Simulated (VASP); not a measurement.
Data:

```yaml
crystal:
  lattice:
    - [-2.11200, 2.11200, 6.76950]
    - [2.11200, -2.11200, 6.76950]
    - [2.11200, 2.11200, -6.76950]
  atoms:
    - { symbol: Ca, position: [0.25000, 0.75000, 0.50000] }
    - { symbol: Eu, position: [0.00000, 0.00000, 0.00000] }
    - { symbol: Si, position: [0.66566, 0.16566, 0.50000] }
    - { symbol: Si, position: [0.83434, 0.33434, 0.50000] }
    - { symbol: Si, position: [0.58467, 0.58467, 0.00000] }
    - { symbol: Si, position: [0.41533, 0.41533, 0.00000] }
```

The numbers are results of PBEsol GGA, VASP's PBE PAW potentials (set 64) (plane waves; VASP), not measurements. Run with 400 eV cut-off, Gaussian smearing of 0.050 eV, potentials Ca_sv Eu_2 Si.

The 4f electrons are frozen in the core of the lanthanide potential, so 4f levels, which can set the real gap, and their magnetism are missing.

Q: Predict the band gap (along the path) with the smallest direct gap where there is one.

A: 
```yaml
band gap (along the path): none (metal, semimetal or under 0.01 eV)
```

Total energies compare only between runs with the same potentials, cut-off and functional.

The structure comes from a computed database's CaEuSi4 entry (I-4m2); how it stands against other phases isn't given here. It was relaxed first.
